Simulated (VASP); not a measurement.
Data:

```yaml
crystal:
  lattice:
    - [5.99898, 0.00000, 0.00000]
    - [0.00000, 5.99898, 0.00000]
    - [0.00000, 0.00000, 5.99898]
  atoms:
    - { symbol: Cs, position: [0.00000, 0.00000, 0.00000] }
    - { symbol: Pb, position: [0.50000, 0.50000, 0.50000] }
    - { symbol: Br, position: [0.50000, 0.00000, 0.50000] }
    - { symbol: Br, position: [0.00000, 0.50000, 0.50000] }
    - { symbol: Br, position: [0.50000, 0.50000, 0.00000] }
```

Method: PW91 GGA, VASP's PBE PAW potentials (set 64) (plane waves; VASP). Numerical set-up: 520 eV cut-off, 4×4×4 Γ-centred mesh, tetrahedra with Blöchl corrections, potentials Cs_sv Pb_d Br.

The cores are frozen, which limits the accuracy of field gradients.

Give the principal components of the electric field gradient (V/Å²) and the asymmetry η at each nucleus.

| atom | Vxx | Vyy | Vzz | η |
|---|---|---|---|---|
| Cs1 | 0.0 | 0.0 | 0.0 | - |
| Pb2 | 0.0 | 0.0 | 0.0 | - |
| Br3 | -98.9 | -98.9 | 197.7 | 0.00 |
| Br4 | -98.9 | -98.9 | 197.7 | 0.00 |
| Br5 | -98.9 | -98.9 | 197.7 | 0.00 |

The compound is CsPbBr3 in the cubic perovskite structure, the ideal cubic form; the compound distorts at low or room temperature. It was relaxed first, which changed the volume by +7 %.
